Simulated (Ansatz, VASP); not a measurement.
# Ge (Germanium) in two plane-wave programs, part 2 of 5

Wanted: the spread between two codes on one cell, functional and k mesh. The structure shown is the end of the Ansatz relaxation below.

VASP 6.6.1 and Ansatz 0.2.0.

So far: The structure; Ansatz: relaxation, PBEsol.

### 3. VASP: single point, PBEsol, pair 1

Level of this step: PBEsol; plane waves and PAW (Ge_d) (VASP).

The same cell, functional, mesh and smearing now go to VASP, with its own data sets.

Lines of VASP's logs that name or quote its potential files are left out, and so is its time.

File INCAR:

```
SYSTEM = Ge
PREC = Accurate
ENCUT = 500
EDIFF = 1E-06
NELM = 120
ISMEAR = 0
SIGMA = 0.015
LREAL = .FALSE.
ALGO = Normal
GGA = PS
NBANDS = 20
LORBIT = 11
LWAVE = .FALSE.
LCHARG = .FALSE.
ISIF = 2
ISYM = 2
LASPH = .TRUE.
GGA_COMPAT = .FALSE.
EFERMI = MIDGAP
KPAR = 2
```

File POSCAR:

```
Ge
1.0
    0.0286247470      2.8659028951      2.8160479776
    2.8659028951      0.0286247470      2.8160479776
    2.8945276421      2.8945276421      0.0000000000
Ge
2
Direct
    0.5012683420      0.5012683420      0.4986625856
    0.7487316580      0.7487316580      0.7513374144
```

File KPOINTS:

```
Points of the shifted mesh
1728
Reciprocal
 0.0416666667  0.0416666667  0.0416666667 1
 0.0416666667  0.0416666667  0.1250000000 1
 0.0416666667  0.0416666667  0.2083333333 1
 0.0416666667  0.0416666667  0.2916666667 1
 0.0416666667  0.0416666667  0.3750000000 1
 0.0416666667  0.0416666667  0.4583333333 1
 0.0416666667  0.0416666667  0.5416666667 1
 0.0416666667  0.0416666667  0.6250000000 1
 0.0416666667  0.0416666667  0.7083333333 1
 0.0416666667  0.0416666667  0.7916666667 1
 0.0416666667  0.0416666667  0.8750000000 1
 0.0416666667  0.0416666667  0.9583333333 1
 0.0416666667  0.1250000000  0.0416666667 1
 0.0416666667  0.1250000000  0.1250000000 1
 0.0416666667  0.1250000000  0.2083333333 1
 0.0416666667  0.1250000000  0.2916666667 1
 0.0416666667  0.1250000000  0.3750000000 1
 0.0416666667  0.1250000000  0.4583333333 1
 0.0416666667  0.1250000000  0.5416666667 1
 0.0416666667  0.1250000000  0.6250000000 1
 0.0416666667  0.1250000000  0.7083333333 1
 0.0416666667  0.1250000000  0.7916666667 1
 0.0416666667  0.1250000000  0.8750000000 1
 0.0416666667  0.1250000000  0.9583333333 1
 0.0416666667  0.2083333333  0.0416666667 1
 0.0416666667  0.2083333333  0.1250000000 1
 0.0416666667  0.2083333333  0.2083333333 1
 0.0416666667  0.2083333333  0.2916666667 1
 0.0416666667  0.2083333333  0.3750000000 1
 0.0416666667  0.2083333333  0.4583333333 1
 0.0416666667  0.2083333333  0.5416666667 1
 0.0416666667  0.2083333333  0.6250000000 1
 0.0416666667  0.2083333333  0.7083333333 1
 0.0416666667  0.2083333333  0.7916666667 1
 0.0416666667  0.2083333333  0.8750000000 1
 0.0416666667  0.2083333333  0.9583333333 1
 0.0416666667  0.2916666667  0.0416666667 1
 0.0416666667  0.2916666667  0.1250000000 1
 0.0416666667  0.2916666667  0.2083333333 1
 0.0416666667  0.2916666667  0.2916666667 1
 0.0416666667  0.2916666667  0.3750000000 1
 0.0416666667  0.2916666667  0.4583333333 1
 0.0416666667  0.2916666667  0.5416666667 1
 0.0416666667  0.2916666667  0.6250000000 1
 0.0416666667  0.2916666667  0.7083333333 1
 0.0416666667  0.2916666667  0.7916666667 1
 0.0416666667  0.2916666667  0.8750000000 1
 0.0416666667  0.2916666667  0.9583333333 1
 0.0416666667  0.3750000000  0.0416666667 1
 0.0416666667  0.3750000000  0.1250000000 1
 0.0416666667  0.3750000000  0.2083333333 1
 0.0416666667  0.3750000000  0.2916666667 1
 0.0416666667  0.3750000000  0.3750000000 1
 0.0416666667  0.3750000000  0.4583333333 1
 0.0416666667  0.3750000000  0.5416666667 1
 0.0416666667  0.3750000000  0.6250000000 1
 0.0416666667  0.3750000000  0.7083333333 1
 0.0416666667  0.3750000000  0.7916666667 1
 0.0416666667  0.3750000000  0.8750000000 1
 0.0416666667  0.3750000000  0.9583333333 1
 0.0416666667  0.4583333333  0.0416666667 1
 0.0416666667  0.4583333333  0.1250000000 1
 0.0416666667  0.4583333333  0.2083333333 1
 0.0416666667  0.4583333333  0.2916666667 1
 0.0416666667  0.4583333333  0.3750000000 1
 0.0416666667  0.4583333333  0.4583333333 1
 0.0416666667  0.4583333333  0.5416666667 1
 0.0416666667  0.4583333333  0.6250000000 1
 0.0416666667  0.4583333333  0.7083333333 1
 0.0416666667  0.4583333333  0.7916666667 1
 0.0416666667  0.4583333333  0.8750000000 1
 0.0416666667  0.4583333333  0.9583333333 1
 0.0416666667  0.5416666667  0.0416666667 1
 0.0416666667  0.5416666667  0.1250000000 1
 0.0416666667  0.5416666667  0.2083333333 1
 0.0416666667  0.5416666667  0.2916666667 1
 0.0416666667  0.5416666667  0.3750000000 1
 0.0416666667  0.5416666667  0.4583333333 1
 0.0416666667  0.5416666667  0.5416666667 1
 0.0416666667  0.5416666667  0.6250000000 1
 0.0416666667  0.5416666667  0.7083333333 1
 0.0416666667  0.5416666667  0.7916666667 1
 0.0416666667  0.5416666667  0.8750000000 1
 0.0416666667  0.5416666667  0.9583333333 1
 0.0416666667  0.6250000000  0.0416666667 1
 0.0416666667  0.6250000000  0.1250000000 1
 0.0416666667  0.6250000000  0.2083333333 1
 0.0416666667  0.6250000000  0.2916666667 1
 0.0416666667  0.6250000000  0.3750000000 1
 0.0416666667  0.6250000000  0.4583333333 1
 0.0416666667  0.6250000000  0.5416666667 1
 0.0416666667  0.6250000000  0.6250000000 1
 0.0416666667  0.6250000000  0.7083333333 1
 0.0416666667  0.6250000000  0.7916666667 1
 0.0416666667  0.6250000000  0.8750000000 1
 0.0416666667  0.6250000000  0.9583333333 1
 0.0416666667  0.7083333333  0.0416666667 1
 0.0416666667  0.7083333333  0.1250000000 1
 0.0416666667  0.7083333333  0.2083333333 1
 0.0416666667  0.7083333333  0.2916666667 1
 0.0416666667  0.7083333333  0.3750000000 1
 0.0416666667  0.7083333333  0.4583333333 1
 0.0416666667  0.7083333333  0.5416666667 1
 0.0416666667  0.7083333333  0.6250000000 1
 0.0416666667  0.7083333333  0.7083333333 1
 0.0416666667  0.7083333333  0.7916666667 1
 0.0416666667  0.7083333333  0.8750000000 1
 0.0416666667  0.7083333333  0.9583333333 1
 0.0416666667  0.7916666667  0.0416666667 1
 0.0416666667  0.7916666667  0.1250000000 1
 0.0416666667  0.7916666667  0.2083333333 1
 0.0416666667  0.7916666667  0.2916666667 1
[... 1390 lines left out ...]
 0.8750000000  0.4583333333  0.1250000000 1
 0.8750000000  0.4583333333  0.2083333333 1
 0.8750000000  0.4583333333  0.2916666667 1
 0.8750000000  0.4583333333  0.3750000000 1
 0.8750000000  0.4583333333  0.4583333333 1
 0.8750000000  0.4583333333  0.5416666667 1
 0.8750000000  0.4583333333  0.6250000000 1
 0.8750000000  0.4583333333  0.7083333333 1
 0.8750000000  0.4583333333  0.7916666667 1
 0.8750000000  0.4583333333  0.8750000000 1
 0.8750000000  0.4583333333  0.9583333333 1
 0.8750000000  0.5416666667  0.0416666667 1
 0.8750000000  0.5416666667  0.1250000000 1
 0.8750000000  0.5416666667  0.2083333333 1
 0.8750000000  0.5416666667  0.2916666667 1
 0.8750000000  0.5416666667  0.3750000000 1
 0.8750000000  0.5416666667  0.4583333333 1
 0.8750000000  0.5416666667  0.5416666667 1
 0.8750000000  0.5416666667  0.6250000000 1
 0.8750000000  0.5416666667  0.7083333333 1
 0.8750000000  0.5416666667  0.7916666667 1
 0.8750000000  0.5416666667  0.8750000000 1
 0.8750000000  0.5416666667  0.9583333333 1
 0.8750000000  0.6250000000  0.0416666667 1
 0.8750000000  0.6250000000  0.1250000000 1
 0.8750000000  0.6250000000  0.2083333333 1
 0.8750000000  0.6250000000  0.2916666667 1
 0.8750000000  0.6250000000  0.3750000000 1
 0.8750000000  0.6250000000  0.4583333333 1
 0.8750000000  0.6250000000  0.5416666667 1
 0.8750000000  0.6250000000  0.6250000000 1
 0.8750000000  0.6250000000  0.7083333333 1
 0.8750000000  0.6250000000  0.7916666667 1
 0.8750000000  0.6250000000  0.8750000000 1
 0.8750000000  0.6250000000  0.9583333333 1
 0.8750000000  0.7083333333  0.0416666667 1
 0.8750000000  0.7083333333  0.1250000000 1
 0.8750000000  0.7083333333  0.2083333333 1
 0.8750000000  0.7083333333  0.2916666667 1
 0.8750000000  0.7083333333  0.3750000000 1
 0.8750000000  0.7083333333  0.4583333333 1
 0.8750000000  0.7083333333  0.5416666667 1
 0.8750000000  0.7083333333  0.6250000000 1
 0.8750000000  0.7083333333  0.7083333333 1
 0.8750000000  0.7083333333  0.7916666667 1
 0.8750000000  0.7083333333  0.8750000000 1
 0.8750000000  0.7083333333  0.9583333333 1
 0.8750000000  0.7916666667  0.0416666667 1
 0.8750000000  0.7916666667  0.1250000000 1
 0.8750000000  0.7916666667  0.2083333333 1
 0.8750000000  0.7916666667  0.2916666667 1
 0.8750000000  0.7916666667  0.3750000000 1
 0.8750000000  0.7916666667  0.4583333333 1
 0.8750000000  0.7916666667  0.5416666667 1
 0.8750000000  0.7916666667  0.6250000000 1
 0.8750000000  0.7916666667  0.7083333333 1
 0.8750000000  0.7916666667  0.7916666667 1
 0.8750000000  0.7916666667  0.8750000000 1
 0.8750000000  0.7916666667  0.9583333333 1
 0.8750000000  0.8750000000  0.0416666667 1
 0.8750000000  0.8750000000  0.1250000000 1
 0.8750000000  0.8750000000  0.2083333333 1
 0.8750000000  0.8750000000  0.2916666667 1
 0.8750000000  0.8750000000  0.3750000000 1
 0.8750000000  0.8750000000  0.4583333333 1
 0.8750000000  0.8750000000  0.5416666667 1
 0.8750000000  0.8750000000  0.6250000000 1
 0.8750000000  0.8750000000  0.7083333333 1
 0.8750000000  0.8750000000  0.7916666667 1
 0.8750000000  0.8750000000  0.8750000000 1
 0.8750000000  0.8750000000  0.9583333333 1
 0.8750000000  0.9583333333  0.0416666667 1
 0.8750000000  0.9583333333  0.1250000000 1
 0.8750000000  0.9583333333  0.2083333333 1
 0.8750000000  0.9583333333  0.2916666667 1
 0.8750000000  0.9583333333  0.3750000000 1
 0.8750000000  0.9583333333  0.4583333333 1
 0.8750000000  0.9583333333  0.5416666667 1
 0.8750000000  0.9583333333  0.6250000000 1
 0.8750000000  0.9583333333  0.7083333333 1
 0.8750000000  0.9583333333  0.7916666667 1
 0.8750000000  0.9583333333  0.8750000000 1
 0.8750000000  0.9583333333  0.9583333333 1
 0.9583333333  0.0416666667  0.0416666667 1
 0.9583333333  0.0416666667  0.1250000000 1
 0.9583333333  0.0416666667  0.2083333333 1
 0.9583333333  0.0416666667  0.2916666667 1
 0.9583333333  0.0416666667  0.3750000000 1
 0.9583333333  0.0416666667  0.4583333333 1
 0.9583333333  0.0416666667  0.5416666667 1
 0.9583333333  0.0416666667  0.6250000000 1
 0.9583333333  0.0416666667  0.7083333333 1
 0.9583333333  0.0416666667  0.7916666667 1
 0.9583333333  0.0416666667  0.8750000000 1
 0.9583333333  0.0416666667  0.9583333333 1
 0.9583333333  0.1250000000  0.0416666667 1
 0.9583333333  0.1250000000  0.1250000000 1
 0.9583333333  0.1250000000  0.2083333333 1
 0.9583333333  0.1250000000  0.2916666667 1
 0.9583333333  0.1250000000  0.3750000000 1
 0.9583333333  0.1250000000  0.4583333333 1
 0.9583333333  0.1250000000  0.5416666667 1
 0.9583333333  0.1250000000  0.6250000000 1
 0.9583333333  0.1250000000  0.7083333333 1
 0.9583333333  0.1250000000  0.7916666667 1
 0.9583333333  0.1250000000  0.8750000000 1
 0.9583333333  0.1250000000  0.9583333333 1
 0.9583333333  0.2083333333  0.0416666667 1
 0.9583333333  0.2083333333  0.1250000000 1
 0.9583333333  0.2083333333  0.2083333333 1
 0.9583333333  0.2083333333  0.2916666667 1
 0.9583333333  0.2083333333  0.3750000000 1
 0.9583333333  0.2083333333  0.4583333333 1
 0.9583333333  0.2083333333  0.5416666667 1
 0.9583333333  0.2083333333  0.6250000000 1
 0.9583333333  0.2083333333  0.7083333333 1
 0.9583333333  0.2083333333  0.7916666667 1
 0.9583333333  0.2083333333  0.8750000000 1
 0.9583333333  0.2083333333  0.9583333333 1
 0.9583333333  0.2916666667  0.0416666667 1
 0.9583333333  0.2916666667  0.1250000000 1
 0.9583333333  0.2916666667  0.2083333333 1
 0.9583333333  0.2916666667  0.2916666667 1
 0.9583333333  0.2916666667  0.3750000000 1
 0.9583333333  0.2916666667  0.4583333333 1
 0.9583333333  0.2916666667  0.5416666667 1
 0.9583333333  0.2916666667  0.6250000000 1
 0.9583333333  0.2916666667  0.7083333333 1
 0.9583333333  0.2916666667  0.7916666667 1
 0.9583333333  0.2916666667  0.8750000000 1
 0.9583333333  0.2916666667  0.9583333333 1
 0.9583333333  0.3750000000  0.0416666667 1
 0.9583333333  0.3750000000  0.1250000000 1
 0.9583333333  0.3750000000  0.2083333333 1
 0.9583333333  0.3750000000  0.2916666667 1
 0.9583333333  0.3750000000  0.3750000000 1
 0.9583333333  0.3750000000  0.4583333333 1
 0.9583333333  0.3750000000  0.5416666667 1
 0.9583333333  0.3750000000  0.6250000000 1
 0.9583333333  0.3750000000  0.7083333333 1
 0.9583333333  0.3750000000  0.7916666667 1
 0.9583333333  0.3750000000  0.8750000000 1
 0.9583333333  0.3750000000  0.9583333333 1
 0.9583333333  0.4583333333  0.0416666667 1
 0.9583333333  0.4583333333  0.1250000000 1
 0.9583333333  0.4583333333  0.2083333333 1
 0.9583333333  0.4583333333  0.2916666667 1
 0.9583333333  0.4583333333  0.3750000000 1
 0.9583333333  0.4583333333  0.4583333333 1
 0.9583333333  0.4583333333  0.5416666667 1
 0.9583333333  0.4583333333  0.6250000000 1
 0.9583333333  0.4583333333  0.7083333333 1
 0.9583333333  0.4583333333  0.7916666667 1
 0.9583333333  0.4583333333  0.8750000000 1
 0.9583333333  0.4583333333  0.9583333333 1
 0.9583333333  0.5416666667  0.0416666667 1
 0.9583333333  0.5416666667  0.1250000000 1
 0.9583333333  0.5416666667  0.2083333333 1
 0.9583333333  0.5416666667  0.2916666667 1
 0.9583333333  0.5416666667  0.3750000000 1
 0.9583333333  0.5416666667  0.4583333333 1
 0.9583333333  0.5416666667  0.5416666667 1
 0.9583333333  0.5416666667  0.6250000000 1
 0.9583333333  0.5416666667  0.7083333333 1
 0.9583333333  0.5416666667  0.7916666667 1
 0.9583333333  0.5416666667  0.8750000000 1
 0.9583333333  0.5416666667  0.9583333333 1
 0.9583333333  0.6250000000  0.0416666667 1
 0.9583333333  0.6250000000  0.1250000000 1
 0.9583333333  0.6250000000  0.2083333333 1
 0.9583333333  0.6250000000  0.2916666667 1
 0.9583333333  0.6250000000  0.3750000000 1
 0.9583333333  0.6250000000  0.4583333333 1
 0.9583333333  0.6250000000  0.5416666667 1
 0.9583333333  0.6250000000  0.6250000000 1
 0.9583333333  0.6250000000  0.7083333333 1
 0.9583333333  0.6250000000  0.7916666667 1
 0.9583333333  0.6250000000  0.8750000000 1
 0.9583333333  0.6250000000  0.9583333333 1
 0.9583333333  0.7083333333  0.0416666667 1
 0.9583333333  0.7083333333  0.1250000000 1
 0.9583333333  0.7083333333  0.2083333333 1
 0.9583333333  0.7083333333  0.2916666667 1
 0.9583333333  0.7083333333  0.3750000000 1
 0.9583333333  0.7083333333  0.4583333333 1
 0.9583333333  0.7083333333  0.5416666667 1
 0.9583333333  0.7083333333  0.6250000000 1
 0.9583333333  0.7083333333  0.7083333333 1
 0.9583333333  0.7083333333  0.7916666667 1
 0.9583333333  0.7083333333  0.8750000000 1
 0.9583333333  0.7083333333  0.9583333333 1
 0.9583333333  0.7916666667  0.0416666667 1
 0.9583333333  0.7916666667  0.1250000000 1
 0.9583333333  0.7916666667  0.2083333333 1
 0.9583333333  0.7916666667  0.2916666667 1
 0.9583333333  0.7916666667  0.3750000000 1
 0.9583333333  0.7916666667  0.4583333333 1
 0.9583333333  0.7916666667  0.5416666667 1
 0.9583333333  0.7916666667  0.6250000000 1
 0.9583333333  0.7916666667  0.7083333333 1
 0.9583333333  0.7916666667  0.7916666667 1
 0.9583333333  0.7916666667  0.8750000000 1
 0.9583333333  0.7916666667  0.9583333333 1
 0.9583333333  0.8750000000  0.0416666667 1
 0.9583333333  0.8750000000  0.1250000000 1
 0.9583333333  0.8750000000  0.2083333333 1
 0.9583333333  0.8750000000  0.2916666667 1
 0.9583333333  0.8750000000  0.3750000000 1
 0.9583333333  0.8750000000  0.4583333333 1
 0.9583333333  0.8750000000  0.5416666667 1
 0.9583333333  0.8750000000  0.6250000000 1
 0.9583333333  0.8750000000  0.7083333333 1
 0.9583333333  0.8750000000  0.7916666667 1
 0.9583333333  0.8750000000  0.8750000000 1
 0.9583333333  0.8750000000  0.9583333333 1
 0.9583333333  0.9583333333  0.0416666667 1
 0.9583333333  0.9583333333  0.1250000000 1
 0.9583333333  0.9583333333  0.2083333333 1
 0.9583333333  0.9583333333  0.2916666667 1
 0.9583333333  0.9583333333  0.3750000000 1
 0.9583333333  0.9583333333  0.4583333333 1
 0.9583333333  0.9583333333  0.5416666667 1
 0.9583333333  0.9583333333  0.6250000000 1
 0.9583333333  0.9583333333  0.7083333333 1
 0.9583333333  0.9583333333  0.7916666667 1
 0.9583333333  0.9583333333  0.8750000000 1
 0.9583333333  0.9583333333  0.9583333333 1
```

PAW data sets: Ge_d (PBE family, release 64).

On the command line:

```bash
$ mpirun -np 2 vasp_std
```

Output:

```text
[banner, memory and clock lines left out]
running    2 mpi-ranks, on    1 nodes
 distrk:  each k-point on    1 cores,    2 groups
 distr:  one band on    1 cores,    1 groups

 POSCAR found type information on POSCAR Ge
 POSCAR found :  1 types and       2 ions
|                                                                             |
|               ----> ADVICE to this user running VASP <----                  |
|                                                                             |
|     You enforced a specific xc type in the INCAR file but a different       |
|     [... a line on the potential file left out ...]
|     I HOPE YOU KNOW WHAT YOU ARE DOING!                                     |
|                                                                             |

 LDA part: xc-table for (Slater+PW92), standard interpolation
 POSCAR, INCAR and KPOINTS ok, starting setup
 FFT: planning ... GRIDC
 FFT: planning ... GRID_SOFT
 FFT: planning ... GRID
 WAVECAR not read
 entering main loop
       N       E                     dE             d eps       ncg     rms          rms(c)
DAV:   1     0.183044817264E+03    0.18304E+03   -0.14646E+04 74100   0.371E+03
DAV:   2     0.157784269986E+02   -0.16727E+03   -0.16289E+03 69284   0.586E+02
DAV:   3    -0.919070435275E+01   -0.24969E+02   -0.24792E+02 78044   0.144E+02
DAV:   4    -0.999754746625E+01   -0.80684E+00   -0.80628E+00 78020   0.306E+01
DAV:   5    -0.100109988340E+02   -0.13451E-01   -0.13451E-01 77320   0.433E+00    0.316E+00
DAV:   6    -0.991348469980E+01    0.97514E-01   -0.35882E-02 91860   0.240E+00    0.180E+00
DAV:   7    -0.986680270252E+01    0.46682E-01   -0.58731E-02 72504   0.253E+00    0.155E-01
DAV:   8    -0.986777616814E+01   -0.97347E-03   -0.68877E-03 78564   0.120E+00    0.520E-02
DAV:   9    -0.986788615555E+01   -0.10999E-03   -0.24738E-04 78172   0.220E-01    0.112E-02
DAV:  10    -0.986790072365E+01   -0.14568E-04   -0.21978E-05 88120   0.401E-02    0.540E-03
DAV:  11    -0.986790164438E+01   -0.92073E-06   -0.44184E-06 78988   0.310E-02
   1 F= -.98679016E+01 E0= -.98679016E+01  d E =-.383398E-20
```

[end of part 2 of 5]

[Lines on the potential files, build, host, timing and source positions are cut from VASP's logs without a mark.]

[Logs are printed without paths, hosts, clocks, repeated set-up lines and the standing remarks that a program may print on its own settings, such as how far it seeks lower states.]

[Hosts, paths, dates, database ids (printed as entryN), source tags and the programs' standing remarks are cut or masked in the printed files.]
